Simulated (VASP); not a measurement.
# Rb (Rubidium): how cutoff and mesh change the relaxed cell

Aim: test the relaxed volume of Rb (Rubidium) against cutoff and mesh. The starting structure is a measured crystal structure from the Crystallography Open Database. The first relaxation on each setting starts from this cell expanded by 3 % in volume.

Main program and level: VASP 6.6.1; Kohn-Sham DFT with plane waves and PAW; PBEsol.

### 1. Starting point

It takes space group Im-3m (No. 229, cubic). Conventional cell: a = 5.607 Å, b = 5.607 Å, c = 5.607 Å, α = 90.00°, β = 90.00°, γ = 90.00°. Rb has 8 Rb at 4.86 Å nearest.

### 2. Reference relaxation

This run starts from the cell of an earlier relaxation, which isn't shown; the restart sets up the plane waves anew.

Input file INCAR:

```
SYSTEM = Rb
PREC = Accurate
ENCUT = 450
EDIFF = 1E-06
NELM = 100
ISMEAR = 1
SIGMA = 0.15
LREAL = .FALSE.
ALGO = Normal
GGA = PS
NBANDS = 10
LORBIT = 11
LWAVE = .FALSE.
LCHARG = .FALSE.
KPAR = 4
IBRION = 2
NSW = 50
ISIF = 3
EDIFFG = -0.006
```

Input file POSCAR:

```
Rb
1.0
   -2.7837113311      2.7837113311      2.7837113311
    2.7837113311     -2.7837113311      2.7837113311
    2.7837113311      2.7837113311     -2.7837113311
Rb
1
Direct
    0.0000000000      0.0000000000      0.0000000000
```

Input file KPOINTS:

```
Automatic mesh
0
Gamma
12 12 12
0 0 0
```

The projector-augmented-wave data sets are Rb_sv (PBE family, release 64).

The run is started by

```
> mpirun -np 4 vasp_std
```

What it wrote:

```text
[banner, memory and clock lines left out]
running    4 mpi-ranks, on    1 nodes
 distrk:  each k-point on    1 cores,    4 groups
 distr:  one band on    1 cores,    1 groups

 POSCAR found type information on POSCAR Rb
 POSCAR found :  1 types and       1 ions
|                                                                             |
|               ----> ADVICE to this user running VASP <----                  |
|                                                                             |
|     You enforced a specific xc type in the INCAR file but a different       |
|     [... a line on the potential file left out ...]
|     I HOPE YOU KNOW WHAT YOU ARE DOING!                                     |
|                                                                             |

 LDA part: xc-table for (Slater+PW92), standard interpolation
 POSCAR, INCAR and KPOINTS ok, starting setup
 FFT: planning ... GRIDC
 FFT: planning ... GRID_SOFT
 FFT: planning ... GRID
 WAVECAR not read
 entering main loop
       N       E                     dE             d eps       ncg     rms          rms(c)
DAV:   1     0.386567095299E+02    0.38657E+02   -0.30947E+03  1440   0.592E+02
DAV:   2     0.131528593622E+01   -0.37341E+02   -0.36814E+02  1590   0.120E+02
DAV:   3    -0.924531574649E+00   -0.22398E+01   -0.22349E+01  1976   0.293E+01
DAV:   4    -0.102139466217E+01   -0.96863E-01   -0.96626E-01  1936   0.512E+00
DAV:   5    -0.102383160607E+01   -0.24369E-02   -0.24347E-02  1998   0.663E-01    0.118E+00
DAV:   6    -0.102327592590E+01    0.55568E-03   -0.25000E-03  2012   0.279E-01    0.716E-01
DAV:   7    -0.102346751346E+01   -0.19159E-03   -0.38695E-03  2056   0.347E-01    0.566E-02
DAV:   8    -0.102354121549E+01   -0.73702E-04   -0.13471E-04  1636   0.100E-01    0.165E-02
DAV:   9    -0.102354968596E+01   -0.84705E-05   -0.11816E-05  2088   0.240E-02    0.594E-03
DAV:  10    -0.102354934335E+01    0.34261E-06   -0.32379E-06  1660   0.103E-02
   1 F= -.10235493E+01 E0= -.10231746E+01  d E =-.102355E+01
 curvature:   0.00 expect dE= 0.000E+00 dE for cont linesearch  0.000E+00
 trial: gam= 0.00000 g(F)=  0.235E-63 g(S)=  0.410E-07 ort = 0.000E+00 (trialstep = 0.100E+01)
 search vector abs. value=  0.411E-07
 reached required accuracy - stopping structural energy minimisation
```

It took 21 s on 4 MPI ranks of AMD EPYC 7R43, shared host; peak memory 0.77 GiB.

The logs omit lines about the potential files and the build; timing stands in the text.

Parts of OUTCAR (step 2):

```text
ion  position               nearest neighbor table
   1  0.000  0.000  0.000-

  LATTYP: Found a body centered cubic cell.
 ALAT       =     5.5674226622

 Subroutine GETGRP returns: Found 48 space group operations
 (whereof 48 operations were pure point group operations)

The static configuration has the point symmetry O_h .

 Found     72 irreducible k-points:

   k-points           NKPTS =     72   k-points in BZ     NKDIM =     72   number of bands    NBANDS=     10

   dimension x,y,z NGX =    36 NGY =   36 NGZ =   36
   dimension x,y,z NGXF=    72 NGYF=   72 NGZF=   72

   ENCUT  =  450.0 eV  33.07 Ry    5.75 a.u.   8.34  8.34  8.34*2*pi/ulx,y,z

   NELECT =       9.0000    total number of electrons

 k-points in reciprocal lattice and weights: Automatic mesh
   0.00000000  0.00000000  0.00000000       0.001
   0.08333333  0.00000000  0.00000000       0.007
   0.16666667  0.00000000  0.00000000       0.007
   0.25000000  0.00000000  0.00000000       0.007
   0.33333333  0.00000000  0.00000000       0.007
   0.41666667  0.00000000  0.00000000       0.007
   0.50000000  0.00000000  0.00000000       0.003
   0.08333333  0.08333333  0.00000000       0.014
   0.16666667  0.08333333  0.00000000       0.028
[...]
0.50000000  0.50000000  0.41666667       0.007
   0.50000000  0.50000000  0.50000000       0.001

 average (electrostatic) potential at core
       1 -40.9269

 E-fermi :   0.0559

 k-point     1 :       0.0000    0.0000    0.0000
  band No.  band energies     occupation
      1     -28.7638      2.00000
      2     -12.8049      2.00000
      3     -12.8049      2.00000
      4     -12.8049      2.00000
      5      -1.9820      2.00000
      6       3.7938      0.00000
      7       3.7938      0.00000
      8       3.7938      0.00000
      9       4.7781      0.00000
     10       4.7781      0.00000

 k-point     2 :       0.0833    0.0000    0.0000
  band No.  band energies     occupation
      1     -28.7634      2.00000
      2     -12.8129      2.00000
      3     -12.8075      2.00000
      4     -12.8049      2.00000
      5      -1.8957      2.00000
      6       3.6657      0.00000
      7       3.6728      0.00000
      8       3.8746      0.00000
      9       4.5906      0.00000
     10       4.7443      0.00000

 k-point     3 :       0.1667    0.0000    0.0000
  band No.  band energies     occupation
      1     -28.7624      2.00000
      2     -12.8346      2.00000
      3     -12.8146      2.00000
      4     -12.8049      2.00000
      5      -1.6427      2.00000
      6       3.1935      0.00000
      7       3.3988      0.00000
      8       4.1142      0.00000
      9       4.5032      0.00000
     10       4.6911      0.00000

  Total       -0.0005320     -0.0005320     -0.0005320      0.0000000     -0.0000000      0.0000000
  in kB       -0.0098782     -0.0098782     -0.0098782      0.0000000     -0.0000000      0.0000000
  external PRESSURE =      -0.0098782 kB  Pullay stress =       0.0000000 kB

  energy-cutoff  :      450.00
  volume of cell :       86.28
      direct lattice vectors                 reciprocal lattice vectors
    -2.783711331  2.783711331  2.783711331     0.000000000  0.179616325  0.179616325
     2.783711331 -2.783711331  2.783711331     0.179616325  0.000000000  0.179616325
     2.783711331  2.783711331 -2.783711331     0.179616325  0.179616325  0.000000000

 POSITION                                       TOTAL-FORCE (eV/Angst)
 -----------------------------------------------------------------------------------
      0.00000      0.00000      0.00000         0.000000     -0.000000      0.000000
 -----------------------------------------------------------------------------------
    total drift:                               -0.000000     -0.000000      0.000000

  FREE ENERGIE OF THE ION-ELECTRON SYSTEM (eV)
  ---------------------------------------------------
  free  energy   TOTEN  =        -1.0235493434 eV

  energy  without entropy=       -1.0224252242  energy(sigma->0) =       -1.02317464

 reached required accuracy - stopping structural energy minimisation

 total charge
# of ion       s       p       d       tot
------------------------------------------
    1        1.963   5.325   0.006   7.293

[... 3 further parts left out ...]
```

This run has no spin polarisation. Its electron count is odd, so without a moment it is a metal by construction. The PAW data sets were made with PBE, which is usual practice but a small mismatch for other functionals. The run keeps the 48 symmetry operations of its start, so it cannot find a distortion of lower symmetry.

The reference relaxation ends at 86.284 Å³ an atom. Pressures at 0.985 and 1.015 times this volume, from two more relaxations that aren't shown, give a bulk modulus of 3.0 GPa.

### 3. Relaxation with a cutoff of 220 eV

Against step 2 the input has ENCUT = 220. This run starts from the cell of an earlier relaxation, which isn't shown; the restart sets up the plane waves anew.

INCAR, as its differences from that of step 2:

```diff
@@ -2,3 +2,3 @@
 PREC = Accurate
-ENCUT = 450
+ENCUT = 220
 EDIFF = 1E-06
```

Input file POSCAR:

```
Rb
1.0
   -2.7641405199      2.7641405199      2.7641405199
    2.7641405199     -2.7641405199      2.7641405199
    2.7641405199      2.7641405199     -2.7641405199
Rb
1
Direct
    0.0000000000      0.0000000000      0.0000000000
```

KPOINTS is that of step 2.

The run is started by

```
> mpirun -np 4 vasp_std
```

What it wrote:

```text
[banner, memory and clock lines left out]
running    4 mpi-ranks, on    1 nodes
[...]
[... a notice as in an earlier step ...]

 LDA part: xc-table for (Slater+PW92), standard interpolation
 POSCAR, INCAR and KPOINTS ok, starting setup
[...]
entering main loop
       N       E                     dE             d eps       ncg     rms          rms(c)
DAV:   1     0.244103787370E+02    0.24410E+02   -0.22448E+03  1514   0.344E+02
DAV:   2     0.459643738413E-01   -0.24364E+02   -0.23869E+02  1612   0.934E+01
DAV:   3    -0.991738769728E+00   -0.10377E+01   -0.10324E+01  1990   0.184E+01
DAV:   4    -0.102303489088E+01   -0.31296E-01   -0.31157E-01  1860   0.311E+00
[...]
DAV:   8    -0.102484626629E+01   -0.88864E-04   -0.11261E-04  1620   0.850E-02    0.166E-02
DAV:   9    -0.102485207511E+01   -0.58088E-05   -0.57252E-06  1856   0.177E-02    0.793E-03
DAV:  10    -0.102485242955E+01   -0.35444E-06   -0.17754E-06  1320   0.771E-03
   1 F= -.10248524E+01 E0= -.10244740E+01  d E =-.102485E+01
[...]
N       E                     dE             d eps       ncg     rms          rms(c)
DAV:   1    -0.102496193895E+01   -0.10986E-03   -0.23150E-03  1474   0.293E-01    0.453E-02
DAV:   2    -0.102488765808E+01    0.74281E-04   -0.18148E-04  1622   0.908E-02    0.230E-02
DAV:   3    -0.102486374485E+01    0.23913E-04   -0.12836E-04  2052   0.586E-02    0.484E-03
DAV:   4    -0.102486359214E+01    0.15270E-06   -0.28005E-06  1494   0.114E-02
   2 F= -.10248636E+01 E0= -.10244855E+01  d E =-.111626E-04
 trial-energy change:   -0.000011  1 .order   -0.000010   -0.000013   -0.000008
 step:   2.7709(harm=  2.7709)  dis= 0.00000  next Energy=    -1.024870 (dE=-0.177E-04)
[...]
N       E                     dE             d eps       ncg     rms          rms(c)
DAV:   1    -0.102518507218E+01   -0.32133E-03   -0.72537E-03  1470   0.520E-01    0.803E-02
DAV:   2    -0.102494888181E+01    0.23619E-03   -0.55131E-04  1600   0.157E-01    0.406E-02
DAV:   3    -0.102487494725E+01    0.73935E-04   -0.40402E-04  2046   0.104E-01    0.866E-03
DAV:   4    -0.102487511791E+01   -0.17066E-06   -0.85516E-06  1666   0.198E-02
   3 F= -.10248751E+01 E0= -.10244977E+01  d E =-.226884E-04
[...]
reached required accuracy - stopping structural energy minimisation
```

Run time: 14 s. Hardware: 4 MPI ranks; peak memory 0.42 GiB; 51 s of CPU time.

Parts of OUTCAR (step 3):

```text
  Total        0.0015093      0.0015093      0.0015093     -0.0000000     -0.0000000      0.0000000
  in kB        0.0285177      0.0285177      0.0285177     -0.0000000     -0.0000000      0.0000000
  external PRESSURE =       0.0285177 kB  Pullay stress =       0.0000000 kB

 POSITION                                       TOTAL-FORCE (eV/Angst)
 -----------------------------------------------------------------------------------
     -0.00000      0.00000      0.00000        -0.000000     -0.000000     -0.000000
 -----------------------------------------------------------------------------------
    total drift:                                0.000000     -0.000000      0.000000

  FREE ENERGIE OF THE ION-ELECTRON SYSTEM (eV)
  ---------------------------------------------------
  free  energy   TOTEN  =        -1.0248751179 eV

  energy  without entropy=       -1.0237428486  energy(sigma->0) =       -1.02449769

[... 2 parts as in an earlier step ...]

[... 2 further parts left out ...]
[key lines of the parts left out:]
E-fermi :   0.0986
```

With a cutoff of 220 eV the cell ends at 84.796 Å³ an atom, -1.72 % from the reference; the bulk modulus is 3.1 GPa against 3.0 GPa.

### 4. Relaxation with a 6×6×6 mesh

Against step 2 the input has a 6×6×6 mesh. This run starts from the cell of an earlier relaxation, which isn't shown; the restart sets up the plane waves anew.

INCAR, as its differences from that of step 3:

```diff
@@ -2,3 +2,3 @@
 PREC = Accurate
-ENCUT = 220
+ENCUT = 450
 EDIFF = 1E-06
```

Input file POSCAR:

```
Rb
1.0
   -2.7907729561      2.7907729561      2.7907729561
    2.7907729561     -2.7907729561      2.7907729561
    2.7907729561      2.7907729561     -2.7907729561
Rb
1
Direct
    0.0000000000      0.0000000000      0.0000000000
```

Input file KPOINTS:

```
Automatic mesh
0
Gamma
6 6 6
0 0 0
```

The run is started by

```
> mpirun -np 4 vasp_std
```

What it wrote:

```text
[... set-up lines as in an earlier step ...]
 entering main loop
       N       E                     dE             d eps       ncg     rms          rms(c)
DAV:   1     0.426310546058E+02    0.42631E+02   -0.32704E+03   320   0.618E+02
DAV:   2     0.157109669526E+01   -0.41060E+02   -0.40023E+02   368   0.116E+02
DAV:   3    -0.913640969159E+00   -0.24847E+01   -0.24751E+01   420   0.315E+01
DAV:   4    -0.100876331949E+01   -0.95122E-01   -0.95090E-01   442   0.551E+00
[...]
DAV:   8    -0.100925371522E+01   -0.76835E-04   -0.14630E-04   372   0.103E-01    0.178E-02
DAV:   9    -0.100926167767E+01   -0.79625E-05   -0.11291E-05   448   0.241E-02    0.540E-03
DAV:  10    -0.100926122020E+01    0.45747E-06   -0.33661E-06   376   0.103E-02
   1 F= -.10092612E+01 E0= -.10066397E+01  d E =-.100926E+01
[...]
reached required accuracy - stopping structural energy minimisation
```

The job ended after 9.2 s (4 MPI ranks; peak memory 0.63 GiB).

Parts of OUTCAR (step 4):

```text
  Total       -0.0015025     -0.0015025     -0.0015025     -0.0000000      0.0000000      0.0000000
  in kB       -0.0276879     -0.0276879     -0.0276879     -0.0000000      0.0000000      0.0000000
  external PRESSURE =      -0.0276879 kB  Pullay stress =       0.0000000 kB

 POSITION                                       TOTAL-FORCE (eV/Angst)
 -----------------------------------------------------------------------------------
      0.00000      0.00000      0.00000        -0.000000      0.000000     -0.000000
 -----------------------------------------------------------------------------------
    total drift:                               -0.000000     -0.000000      0.000000

  FREE ENERGIE OF THE ION-ELECTRON SYSTEM (eV)
  ---------------------------------------------------
  free  energy   TOTEN  =        -1.0092612202 eV

  energy  without entropy=       -1.0013965468  energy(sigma->0) =       -1.00663966

[... 1 part as in an earlier step ...]

[... 3 further parts left out ...]
[key lines of the parts left out:]
E-fermi :   0.0621
```

With a 6×6×6 mesh the cell ends at 86.943 Å³ an atom, +0.76 % from the reference; the bulk modulus is 3.0 GPa against 3.0 GPa.

[end of part 1 of 2]

[Lines on the potential files, build, host, timing and source positions are cut from VASP's logs without a mark.]

[Logs are printed without paths, hosts, clocks, repeated set-up lines and the standing remarks that a program may print on its own settings, such as how far it seeks lower states.]

[Hosts, paths, dates, database ids (printed as entryN), source tags and the programs' standing remarks are cut or masked in the printed files.]
